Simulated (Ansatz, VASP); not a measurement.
**PtSe2: VASP beside Ansatz**

Wanted: the spread between two codes on one cell, functional and k mesh. The cell is taken from a series of runs on this material, whose earlier steps may have relaxed, scaled, displaced or heated it; both programs get it as it stands.

Calculated with Ansatz 0.2.0; plane waves, with VASP 6.6.1 beside it; single point at PBE, single point at r2SCAN and single point at PBE, spin-orbit coupling.

**1. The structure**

The cell holds 3 atoms: 1 Pt and 2 Se. Its edges and angles: a = 3.750 Å, b = 3.750 Å, c = 28.400 Å, α = 90.0°, β = 90.0°, γ = 120.0°. Vacuum lies along c.

**2. VASP: single point, PBE**

With cell and atoms fixed, the geometry can't cause a difference; cores, projectors, grids and the points listed under the comparison can.

Lines of VASP's logs that name or quote its potential files are left out, and so is its time.

Contents of INCAR:

```
SYSTEM = PtSe2
PREC = Accurate
ENCUT = 400
EDIFF = 1E-06
NELM = 120
ISMEAR = -1
SIGMA = 0.02
LREAL = .FALSE.
ALGO = Normal
GGA = PE
NBANDS = 17
LASPH = .TRUE.
LORBIT = 11
LWAVE = .FALSE.
LCHARG = .FALSE.
ISIF = 2
LDIPOL = .TRUE.
IDIPOL = 3
DIPOL = 0.5 0.5 0.5
LVHAR = .TRUE.
GGA_COMPAT = .FALSE.
EFERMI = MIDGAP
NELMDL = -8
KPAR = 2
```

Contents of POSCAR:

```
PtSe2
1.0
    3.7504907858      0.0000000000      0.0000000000
   -1.8752453929      3.2480202972      0.0000000000
    0.0000000000      0.0000000000     28.4000000000
Pt Se
1 2
Direct
    0.0000000000      0.0000000000      0.5000000000
    0.3333333333      0.6666666667      0.5459659458
    0.6666666667      0.3333333333      0.4540340542
```

Contents of KPOINTS:

```
Automatic mesh
0
Gamma
6 6 1
0 0 0
```

PAW data sets: Pt and Se (PBE family, release 64).

Launch:

```sh
$ mpirun -np 2 vasp_std
```

Numbers of over 12 decimals in the logs are rounded to 6 here.

The program printed:

```text
[banner, memory and clock lines left out]
running    2 mpi-ranks, on    1 nodes
 distrk:  each k-point on    1 cores,    2 groups
 distr:  one band on    1 cores,    1 groups

 POSCAR found type information on POSCAR PtSe
 POSCAR found :  2 types and       3 ions
 LDA part: xc-table for (Slater+PW92), standard interpolation
 POSCAR, INCAR and KPOINTS ok, starting setup
 FFT: planning ... GRIDC
 FFT: planning ... GRID_SOFT
 FFT: planning ... GRID
 WAVECAR not read
 entering main loop
       N       E                     dE             d eps       ncg     rms          rms(c)
DAV:   1     0.160982513021E+03    0.16098E+03   -0.58827E+03   238   0.735E+02
DAV:   2     0.311368446002E+01   -0.15787E+03   -0.15007E+03   399   0.144E+02
DAV:   3    -0.148906556827E+02   -0.18004E+02   -0.17894E+02   304   0.648E+01
DAV:   4    -0.151440976885E+02   -0.25344E+00   -0.25313E+00   299   0.926E+00
DAV:   5    -0.151487078399E+02   -0.46102E-02   -0.46090E-02   339   0.118E+00
DAV:   6    -0.151488887847E+02   -0.18094E-03   -0.18094E-03   339   0.217E-01
DAV:   7    -0.151488943005E+02   -0.55158E-05   -0.55158E-05   338   0.328E-02
DAV:   8    -0.151488943705E+02   -0.70002E-07   -0.70068E-07   299   0.308E-03    0.119E+01
DAV:   9    -0.145142833672E+02    0.63461E+00   -0.49571E+00   276   0.198E+01    0.670E+00
DAV:  10    -0.143480980039E+02    0.16619E+00   -0.14339E+00   268   0.113E+01    0.310E+00
DAV:  11    -0.142982961791E+02    0.49802E-01   -0.10691E-01   302   0.314E+00    0.698E-01
DAV:  12    -0.142949369251E+02    0.33593E-02   -0.25775E-02   301   0.131E+00    0.202E-01
DAV:  13    -0.142950672546E+02   -0.13033E-03   -0.13207E-03   306   0.242E-01    0.180E-01
DAV:  14    -0.142953136123E+02   -0.24636E-03   -0.26950E-04   296   0.145E-01    0.149E-01
[...]
DAV:  19    -0.142952639913E+02   -0.23421E-04   -0.61863E-05   261   0.366E-02    0.268E-02
DAV:  20    -0.142952777916E+02   -0.13800E-04   -0.11822E-06   237   0.538E-03    0.254E-02
DAV:  21    -0.142952884203E+02   -0.10629E-04   -0.11527E-05   276   0.165E-02    0.166E-03
DAV:  22    -0.142952938611E+02   -0.54408E-05   -0.23938E-07   248   0.257E-03    0.179E-03
DAV:  23    -0.142952996352E+02   -0.57741E-05   -0.29100E-07   230   0.206E-03    0.213E-03
DAV:  24    -0.142953028576E+02   -0.32224E-05   -0.15331E-07   246   0.155E-03    0.304E-04
DAV:  25    -0.142953043587E+02   -0.15011E-05   -0.61698E-08   247   0.112E-03    0.131E-03
DAV:  26    -0.142953048494E+02   -0.49072E-06   -0.18799E-08   264   0.659E-04
   1 F= -.14295305E+02 E0= -.14295305E+02  d E =-.240728E-18
```

OUTCAR, selected parts (step 2):

```text
ion  position               nearest neighbor table
   1  0.000  0.000  0.500-   2 2.53   3 2.53   3 2.53   2 2.53   3 2.53   2 2.53
   2  0.333  0.667  0.546-   1 2.53   1 2.53   1 2.53
   3  0.667  0.333  0.454-   1 2.53   1 2.53   1 2.53

  LATTYP: Found a hexagonal cell.
 ALAT       =     3.7504907858
 C/A-ratio  =     7.5723422938

 Subroutine GETGRP returns: Found 12 space group operations
 (whereof 12 operations were pure point group operations)

The static configuration has the point symmetry D_3d.

 Found      7 irreducible k-points:

   k-points           NKPTS =      7   k-points in BZ     NKDIM =      7   number of bands    NBANDS=     17

   dimension x,y,z NGX =    24 NGY =   24 NGZ =  192
   dimension x,y,z NGXF=    48 NGYF=   48 NGZF=  384

   ENCUT  =  400.0 eV  29.40 Ry    5.42 a.u.   6.12  6.12 46.31*2*pi/ulx,y,z

   NELECT =      22.0000    total number of electrons

 k-points in reciprocal lattice and weights: Automatic mesh
   0.00000000  0.00000000  0.00000000       0.028
   0.16666667  0.00000000  0.00000000       0.167
   0.33333333 -0.00000000  0.00000000       0.167
   0.50000000  0.00000000  0.00000000       0.083
   0.16666667  0.16666667  0.00000000       0.167
   0.33333333  0.16666667  0.00000000       0.333
   0.33333333  0.33333333  0.00000000       0.056

 dipolmoment           0.000000      0.000000      0.000000 electrons x Angstroem

 average (electrostatic) potential at core
       1 -77.8475       2 -61.8218       3 -61.8218

 E-fermi :  -2.9608

 k-point     1 :       0.0000    0.0000    0.0000
  band No.  band energies     occupation
    ...
      7      -6.5579      2.00000
      8      -4.9659      2.00000
      9      -4.3274      2.00000
     10      -3.7926      2.00000
     11      -3.7926      2.00000
     12      -0.8376      0.00000
     13      -0.8376      0.00000
     14       0.7413      0.00000
     15       1.4860      0.00000
     16       1.8141      0.00000
    ...

 k-point     2 :       0.1667    0.0000    0.0000
  band No.  band energies     occupation
    ...
      7      -6.7258      2.00000
      8      -5.6816      2.00000
      9      -3.9769      2.00000
     10      -3.9158      2.00000
     11      -3.8670      2.00000
     12      -2.1289      0.00000
     13      -1.1440      0.00000
     14       1.5678      0.00000
     15       1.8970      0.00000
     16       2.3648      0.00000
    ...

 k-point     3 :       0.3333   -0.0000    0.0000
  band No.  band energies     occupation
    ...
      7      -6.6716      2.00000
      8      -6.0053      2.00000
      9      -5.1043      2.00000
     10      -4.6293      2.00000
     11      -4.2999      2.00000
     12      -2.0041      0.00000
     13      -1.1850      0.00000
     14       1.2100      0.00000
     15       2.7237      0.00000
     16       2.9860      0.00000
    ...

  Total       -0.0305114     -0.0305114     -0.0236840      0.0000000      0.0000000      0.0000000
  in kB       -0.1413018     -0.1413018     -0.1096831      0.0000000      0.0000000      0.0000000
  external PRESSURE =      -0.1307623 kB  Pullay stress =       0.0000000 kB

  energy-cutoff  :      400.00
  volume of cell :      345.96
      direct lattice vectors                 reciprocal lattice vectors
     3.750490786  0.000000000  0.000000000     0.266631771  0.153939925  0.000000000
    -1.875245393  3.248020297  0.000000000     0.000000000  0.307879849  0.000000000
     0.000000000  0.000000000 28.400000000     0.000000000  0.000000000  0.035211268

 POSITION                                       TOTAL-FORCE (eV/Angst)
 -----------------------------------------------------------------------------------
      0.00000      0.00000     14.20000        -0.000000      0.000000      0.000000
     -0.00000      2.16535     15.50543         0.000000      0.000000      0.001564
      1.87525      1.08267     12.89457        -0.000000      0.000000     -0.001564
 -----------------------------------------------------------------------------------
    total drift:                               -0.000000      0.000000      0.000000

  FREE ENERGIE OF THE ION-ELECTRON SYSTEM (eV)
  ---------------------------------------------------
  free  energy   TOTEN  =       -14.2953048494 eV

  energy  without entropy=      -14.2953048494  energy(sigma->0) =      -14.29530485

 vacuum level on the upper side and lower side of the slab         1.954         1.954

 total charge
# of ion       s       p       d       tot
------------------------------------------
    1        0.670   0.681   7.984   9.335
    2        1.477   2.241   0.055   3.773
    3        1.477   2.241   0.055   3.773
--------------------------------------------------
tot          3.624   5.163   8.094  16.880

[... 3 further parts left out ...]
```

**3. Ansatz: single point, PBE**

Ansatz runs on its default PAW (the set named soft_2) files.

The same cell, functional, mesh and smearing now go to Ansatz, which takes its cutoff from its data sets.

Contents of input.yaml:

```yaml
crystal:
  lattice:
    - [3.7504907858, 0.0, 0.0]
    - [-1.8752453929, 3.2480202972, 0.0]
    - [0.0, 0.0, 28.4]
  atoms:
    - { symbol: Pt, position: [0.0, 0.0, 0.5] }
    - { symbol: Se, position: [0.3333333333, 0.6666666667, 0.5459659458] }
    - { symbol: Se, position: [0.6666666667, 0.3333333333, 0.4540340542] }
  periodic: [true, true, false]
kpoints:
  mp_grid: { grid: [6, 6, 1] }
  band_path:
    path:
      - [0, 0, 0]
      - [0.5, 0, 0]
      - [0.3333333333333, 0.3333333333333, 0]
      - [0, 0, 0]
    npoints: 10
hamiltonian:
  xc: pbe
scf:
  occupations: { method: fermi_dirac, width: 0.02 }
  n_extra_bands: 5
output:
  eigenvalues: true
  forces: true
  stress: true
  write_density: true
  write_potential: true
  elf: true
  volumetric_format: npy
```

Launch:

```sh
$ ansatz run input.yaml --threads 3 --pin off --max-ram 92160MiB --backend cuda --events-out ev --progress --plain --runs-dir out --devices 1 --max-vram 13GiB
```

The program printed:

```text
scf.n_extra_bands = 5 over 25 filled bands (N_el = 50.0): the run solves 30 bands
GPUs: using 1 of 1 available (devices: 1).
Engine: ansatz 0.2.0, x86_64-unknown-linux-gnu
Pseudopotentials: kind: paw
Pseudopotential: Pt, paw, valence charge 18, recommended cutoff 420 eV (normal), Pt.paw.azcp
Pseudopotential: Se, paw, valence charge 16, recommended cutoff 420 eV (normal), Se.paw.azcp
Functional definition: PBE
  parameter kappa = 0.804
  parameter beta = 0.066725
  exchange = pbe_x(kappa = kappa, mu = beta*pi^2/3)
  correlation = pbe_c(beta = beta)
device memory: the entry about to start is reckoned to put 4.2 GiB on a device that reports 47.3 GiB free (of which the cap on the GPU budget leaves the run 13.0 GiB)
GPU FFT provider: cuFFT
GPU libraries: cuBLAS 13.8.2, cuFFT 12.4.0, cuSOLVER 12.3.4
Crystal: 3 atoms, lattice volume = 345.959 Å³
Basis set: ecut = 420 eV, 6803 PW (Γ), exchange–correlation on 54×54×384 points (8 copies of the dense FFT grid, shifted against one another)
Bands: 30, of which v1, the nominal top of the filled ones, is band 25 counted from 1 (24 counted from 0)
Symmetry: 12 space group operations
Space group: P-3m1 (ITA 164), of the structure as read, at distance tolerance 7.0e-5 Å
k-points: 7 of 36
Non-local potential: Pt, projectors of the file, l = 0: 3, l = 1: 2, l = 2: 2, l = 3: 1
Non-local potential: Se, projectors of the file, l = 0: 2, l = 1: 2, l = 2: 3, l = 3: 1
PAW form: soft (Blöchl's): semilocal exchange-correlation on the pseudo side does not see the compensation charge
PAW one-centre angular grid: Pt, 590 points (default); XC on 64 Gauss nodes
PAW one-centre angular grid: Se, 590 points (default); XC on 64 Gauss nodes
Initial density: superposition of atomic densities (neutral atoms: chi_scale 0, normalization atom), corrected by the library's trained network
Initial wavefunctions: pseudopotential atomic-orbital guess
GPU buffer pool allocated for 139968 grid points (all kernels)
GPU transforms: local potential and band sums: pruned to the plane-wave sphere, on 25×25×192
Functional: x = pbe(κ = 0.804, μ = 0.219515), c = pbe(β = 0.066725)
SCF iter   1: F=—  HF=-23462.365092 eV  |F-HF|=—  |Δ(HF+E_count)|=         —  Δρ=1.43e-3  dr2=8.27e-3  ethr=1.77e-3  ⟨swp⟩=12.7  Hψ=1276  notcnv=0
preconditioner: auto → Resta (q_TF=auto, 1.976 Å⁻¹)  ε∞=2.0  [insulator: Δε(μ)=1.683 eV  Ē_g=9.289 eV  σ=0.020 eV  W_gap=1.00  n_scr=34 (ndim 8)  ℏωp=9.4 eV  f_vac=0.782  D(μ)=0.00/eV (n_scr^D=0)  ε∞_Penn≈2.0  vacuum switching on, ρ_ref=6.3e-3 e/Å³]
SCF iter   2: F=—  HF=-23462.359689 eV  |F-HF|=—  |Δ(HF+E_count)|=   5.40e-3  Δρ=1.07e-3  dr2=7.37e-3  ethr=1.65e-5  ⟨swp⟩=4.0  Hψ=627  notcnv=0  defer=7
SCF iter   3: F=—  HF=-23462.358654 eV  |F-HF|=—  |Δ(HF+E_count)|=   1.03e-3  Δρ=4.45e-4  dr2=4.55e-4  ethr=1.47e-5  ⟨swp⟩=2.4  Hψ=290  notcnv=0  defer=7
SCF iter   4: F=—  HF=-23462.358847 eV  |F-HF|=—  |Δ(HF+E_count)|=   1.92e-4  Δρ=8.94e-5  dr2=4.23e-5  ethr=9.10e-7  ⟨swp⟩=3.1  Hψ=409  notcnv=0  defer=7
SCF iter   5: F=—  HF=-23462.359004 eV  |F-HF|=—  |Δ(HF+E_count)|=   1.58e-4  Δρ=3.21e-5  dr2=3.11e-6  ethr=8.45e-8  ⟨swp⟩=3.3  Hψ=316  notcnv=0  defer=7
SCF iter   6: F=—  HF=-23462.359006 eV  |F-HF|=—  |Δ(HF+E_count)|=   1.97e-6  Δρ=9.64e-6  dr2=4.34e-7  ethr=6.23e-9  ⟨swp⟩=3.0  Hψ=434  notcnv=0  defer=7
SCF iter   7: F=-23462.359006 eV  HF=-23462.359006 eV  |F-HF|=2.88e-8  |Δ(HF+E_count)|=   9.12e-9  Δρ=1.29e-6  dr2=8.35e-9  ethr=2.00e-10  ⟨swp⟩=24.6  Hψ=2084  notcnv=0
SCF 1 converged in 7 iterations: F = -23462.359006 eV  dr2 = 8.35e-9
  Residual-converged pass: ⟨swp⟩=1.0  Hψ=238  notcnv=0  max |occ|·‖R‖ = 7.0e-9 eV (tolerance 1.0e-8 eV)  dr2=8.35e-9  dr2_onsite=1.86e-10  max |Δocc| = 0.0e0
  greatest PAW one-centre occupation: 1.000 electrons in one spin orbital (limit 2), on the Pt atom at site 0 (counted from 0), in its partial waves of l = 0
device memory: the entry about to start is reckoned to put 3.0 GiB on a device that reports 47.3 GiB free (of which the cap on the GPU budget leaves the run 13.0 GiB)
NSCF: frozen V_eff on 31 k-points
WARN: The input density's exchange-correlation potential varies sharply where the density is thin. Do not read a vacuum level from v_tot or v_xc, or from such a field of the output density. On a cell that repeats whose density bears no net charge and no dipole along the vacuum's axis use v_es (v_loc + v_h of the components); under efield.dipole_correction with no amplitude use v_es + v_field, which holds any external [...]
SCF converged after 7 iterations
Free energy (F): -23462.359006 eV
Harris-Foulkes:  -23462.359006 eV  (|F-HF|=2.88e-8)
Internal energy: -23462.359006 eV  (E = F + TS)
E sigma→0 (E₀):  -23462.359006 eV
Fermi energy:    -4.907852 eV
--- Per-component energies (eV) ---
  E_band       = -1846.977782
  E_kinetic    = 872.336178
  E_local      = -114070.982969  (includes V_loc(G=0)·N_el)
  E_nonlocal   = -990.878201
  E_hartree    = 56346.838104
  E_xc         = -469.374718
  E_vxc        = -498.066133  (∫ρ·V_xc dr)
  E_paw        = -13277.736306  (= ΣΔE_a)
  E_vpaw       = 146.941325  (= ΣTr[D̂ρ^β])
  E_aug_tail   = -0.001003  (compensation charges beyond the density's cutoff)
  E_ewald      = 48127.439908
  E_smearing   = -0.000000  (= −TS)
  E_closure    = -0.000000  (closes the sum)
  Σ components = -23462.359006   (vs F -23462.359006, Δ=0.00e0)
--- Forces (eV/Å), atoms counted from 1 ---
  atom   1  Pt     0.00000000     0.00000000     0.00000000
  atom   2  Se    -0.00000000    -0.00000000     0.00282783
  atom   3  Se    -0.00000000     0.00000000    -0.00282783
  max |Σ_I F_I| component: 1.73e-18 eV/Å
--- 2D stress c σ (N/m, compression-positive) ---
        0.004067      -0.000000       0.000000
       -0.000000       0.004067       0.000000
        0.000000       0.000000       0.000000
  P = ½ c Tr σ = 0.0041 N/m
--- Band table (eV; the first three rows and the last of 7) ---
  k-point 0: bands = [... 21 lower, -6.9170, -6.2778, -5.7465, -5.7465, -2.7844, -2.7844, -1.2113 (-1.2115°), -0.4605, ... 1 higher]
  k-point 1: bands = [... 21 lower, -7.6326, -5.9263, -5.8683, -5.8191, -4.0742, -3.0911, -0.3858 (-0.3867°), -0.0507, ... 1 higher]
  k-point 2: bands = [... 21 lower, -7.9546, -7.0552, -6.5792, -6.2520, -3.9458, -3.1327, -0.7342, 0.7737, ... 1 higher]
  k-point 6: bands = [... 21 lower, -8.1950, -7.8904, -6.6770, -6.6770, -3.9178, -3.9178, 0.3763, 2.4464, ... 1 higher]
  ° read free of the cell's end (the report's vacuum.weakly_bound_levels)
```

**4. Side by side**

Known differences besides the potentials themselves: Ansatz cuts the interaction across the vacuum, VASP repeats the sheet with a dipole correction; the data sets hold 50 valence electrons in Ansatz (on its default PAW (the set named soft_2) files) and 22 in VASP; the cutoff is 420 eV in Ansatz and 400 eV in VASP. Total energies have different zeros and are not compared.

Both answers:

```tsv
quantity	Ansatz	VASP	difference
gap on the k mesh (eV)	1.672	1.664	+0.009
```

A gap on the mesh is an upper bound, since the band edges may lie between its points; neither run holds spin-orbit coupling, which can move the band edges of a compound of Pt. With vacuum in the cell, a pressure given here is an average over mostly empty space and none of the material.

**5. VASP: single point, r2SCAN**

With cell and atoms fixed, the geometry can't cause a difference; cores, projectors, grids and the points listed under the comparison can.

Contents of INCAR:

```
SYSTEM = PtSe2
PREC = Accurate
ENCUT = 440
EDIFF = 1E-06
NELM = 120
ISMEAR = 0
SIGMA = 0.01
LREAL = .FALSE.
ALGO = Normal
METAGGA = R2SCAN
LASPH = .TRUE.
NBANDS = 17
LORBIT = 11
LWAVE = .FALSE.
LCHARG = .FALSE.
ISIF = 2
LDIPOL = .TRUE.
IDIPOL = 3
DIPOL = 0.5 0.5 0.5
LVHAR = .TRUE.
GGA_COMPAT = .FALSE.
EFERMI = MIDGAP
NELMDL = -8
LMIXTAU = .TRUE.
KPAR = 2
```

POSCAR is that of step 2.

Contents of KPOINTS:

```
Automatic mesh
0
Gamma
9 9 1
0 0 0
```

Launch:

```sh
$ mpirun -np 2 vasp_std
```

The program printed:

```text
[banner, memory and clock lines left out]
running    2 mpi-ranks, on    1 nodes
[...]
|                                                                             |
|               ----> ADVICE to this user running VASP <----                  |
|                                                                             |
|     You enforced a specific xc type in the INCAR file but a different       |
|     [... a line on the potential file left out ...]
|     I HOPE YOU KNOW WHAT YOU ARE DOING!                                     |
|                                                                             |

 LDA part: xc-table for (None), standard interpolation
 POSCAR, INCAR and KPOINTS ok, starting setup
[...]
entering main loop
       N       E                     dE             d eps       ncg     rms          rms(c)
DAV:   1     0.979033133581E+02    0.97903E+02   -0.63150E+03   408   0.797E+02
DAV:   2    -0.675367552385E+02   -0.16544E+03   -0.15894E+03   656   0.157E+02
DAV:   3    -0.873059716845E+02   -0.19769E+02   -0.19659E+02   534   0.685E+01
DAV:   4    -0.875975249264E+02   -0.29155E+00   -0.29070E+00   508   0.980E+00
[...]
DAV: 106    -0.814281125979E+02    0.28415E-03   -0.16283E-04   408   0.146E-01    0.693E-03
DAV: 107    -0.814281052958E+02    0.73021E-05   -0.35037E-06   509   0.216E-02    0.697E-03
DAV: 108    -0.814281061706E+02   -0.87481E-06   -0.12202E-07   400   0.394E-03
   1 F= -.81428106E+02 E0= -.81428106E+02  d E =0.000000E+00
```

Parts of OUTCAR (step 5):

```text
  Total       -1.1974432     -1.1974432     -0.2968291      0.0000000      0.0000000     -0.0000000
  in kB       -5.5454951     -5.5454951     -1.3746493      0.0000000      0.0000000     -0.0000000
  external PRESSURE =      -4.1552132 kB  Pullay stress =       0.0000000 kB

 POSITION                                       TOTAL-FORCE (eV/Angst)
 -----------------------------------------------------------------------------------
      0.00000      0.00000     14.20000         0.000000      0.000000      0.000000
     -0.00000      2.16535     15.50543        -0.000000      0.000000     -0.136641
      1.87525      1.08267     12.89457        -0.000000      0.000000      0.136641
 -----------------------------------------------------------------------------------
    total drift:                               -0.000000     -0.000000     -0.000000

  FREE ENERGIE OF THE ION-ELECTRON SYSTEM (eV)
  ---------------------------------------------------
  free  energy   TOTEN  =       -81.4281061706 eV

  energy  without entropy=      -81.4281061706  energy(sigma->0) =      -81.42810617

[... 3 further parts left out ...]
[key lines of the parts left out:]
E-fermi :  -3.3149
```

(Part 1 of 2 ends here.)

[Lines on the potential files, build, host, timing and source positions are cut from VASP's logs without a mark.]

[Logs are printed without paths, hosts, clocks, repeated set-up lines and the standing remarks that a program may print on its own settings, such as how far it seeks lower states.]

[Hosts, paths, dates, database ids (printed as entryN), source tags and the programs' standing remarks are cut or masked in the printed files.]
